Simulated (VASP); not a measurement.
Given:

```
CrI3
1.0
    3.25247     1.87782     5.98239
   -3.25247     1.87782     5.98239
    0.00000    -3.75563     5.98239
Cr I
2 6
Direct
  0.33333   0.33333   0.33333
  0.66667   0.66667   0.66667
  0.08800   0.75500   0.42100
  0.42100   0.08800   0.75500
  0.75500   0.42100   0.08800
  0.91200   0.24500   0.57900
  0.57900   0.91200   0.24500
  0.24500   0.57900   0.91200
```
Starting moments (μB, in the order of the record's atoms Cr Cr I I I I I I): 3.0 3.0 0.0 0.0 0.0 0.0 0.0 0.0.

These are PBE GGA, VASP's PBE PAW potentials (set 64) (plane waves; VASP 6.6.1) values and carry that method's errors. Settings: 300 eV cut-off, 5×5×5 Γ-centred mesh, Fermi-Dirac smearing of 0.10 eV, potentials Cr_pv I.

At this cut-off the stress carries a Pulay error, which pulls relaxed volumes low. The moments were started parallel, and other spin orders were not tried in this run.

What does the run give for the cell moment, energy per atom (σ→0), pressure, largest force?

The cell moment is 6.00 μB, the energy per atom (σ→0) is -3.775 eV/atom and the pressure is 7.04 GPa. The largest force is 0.536 eV/Å.

Give the moment on each site (PAW-sphere projection).

| site | moment (μB) |
|---|---|
| Cr1 | 2.94 |
| Cr2 | 2.94 |
| I3 | -0.05 |
| I4 | -0.05 |
| I5 | -0.05 |
| I6 | -0.05 |
| I7 | -0.05 |
| I8 | -0.05 |

Only differences to runs with the same potentials and settings are physical.

The structure was generated: CrI3 was put into an ordered model structure, which need not be its known phase. The cell was not relaxed at this level.
